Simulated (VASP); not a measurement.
The system is Mg2CdO3.

```
CELL_PARAMETERS angstrom
5.27657 -2.99997 -0.03667
5.21097 2.88594 0.06516
0.01483 0.09213 5.29362
ATOMIC_POSITIONS crystal
Mg 0.84888 0.51460 0.99266
Mg 0.17131 0.46297 0.54456
Mg 0.53893 0.80028 0.52687
Mg 0.44925 0.19306 0.99186
Cd 0.19502 0.80612 0.98712
Cd 0.83499 0.16504 0.46725
O 0.54794 0.82630 0.87423
O 0.17642 0.48329 0.87715
O 0.19019 0.78662 0.39851
O 0.84658 0.50259 0.38689
O 0.48060 0.17103 0.41548
O 0.78161 0.18935 0.93827
```

The cell was built by a generator and needn't be a form met in nature.

- Program: VASP 6.6.1
- Task: relaxation of cell and atoms
- Functional: PBE
- Potentials or basis: VASP PAW PBE potentials, release 64 (Mg, Cd, O)
- Cutoff: 520 eV
- k mesh: 4 × 4 × 3
- Occupations: gaussian, width 0.05 eV
- Spin: no spin polarisation

At the start: pressure 4.1 GPa; volume 13.61 Å³/atom.

**Question.** How do energy, volume and symmetry change on relaxing?

**Answer.** Over 16 steps the energy falls by 186.6 meV/atom and the volume is 13.55 Å³/atom (-0.4 %); space group Cmc2_1 (No. 36, to 0.05 Å).

The path:
| step | energy change (eV) | largest force (eV/Å) | pressure (GPa) | volume (Å³) |
| --- | --- | --- | --- | --- |
| 1 | 0.0000 | 5.2308 | 4.09 | 163.31 |
| 2 | -1.5614 | 1.5987 | -4.31 | 171.59 |
| 3 | -1.5948 | 1.3709 | -3.73 | 170.18 |
| 4 | -2.0512 | 0.7926 | -0.51 | 163.62 |
| 5 | -2.0922 | 0.5958 | 1.02 | 161.12 |
| 6 | -2.1732 | 0.3633 | 0.10 | 162.28 |
| 7 | -2.1797 | 0.3244 | -0.21 | 162.69 |
| 8 | -2.2067 | 0.1830 | -0.06 | 162.51 |
| 9 | -2.2134 | 0.1814 | 0.07 | 162.38 |
| 10 | -2.2238 | 0.1265 | 0.02 | 162.50 |
| 11 | -2.2266 | 0.1170 | -0.02 | 162.60 |
| 12 | -2.2325 | 0.0770 | 0.01 | 162.60 |
| 13 | -2.2344 | 0.1196 | 0.03 | 162.60 |
| 14 | -2.2377 | 0.0575 | -0.03 | 162.70 |
| 15 | -2.2378 | 0.0637 | -0.03 | 162.72 |
| 16 | -2.2387 | 0.0288 | 0.04 | 162.63 |

Final structure:
```
Mg Cd O
1.0
     5.13503   -2.95416    0.00282
     5.13799    2.95862    0.00218
     0.00263    0.00077    5.35463
Mg Cd O
4 2 6
Direct
  0.83921 0.49956 0.00910
  0.17121 0.48399 0.50898
  0.51182 0.82579 0.50939
  0.49834 0.15750 0.00851
  0.17974 0.81684 0.99779
  0.83027 0.16689 0.49770
  0.53673 0.82615 0.88046
  0.17160 0.46029 0.88067
  0.20224 0.79385 0.42339
  0.83895 0.52332 0.38091
  0.47363 0.15724 0.38024
  0.80797 0.18984 0.92371
```
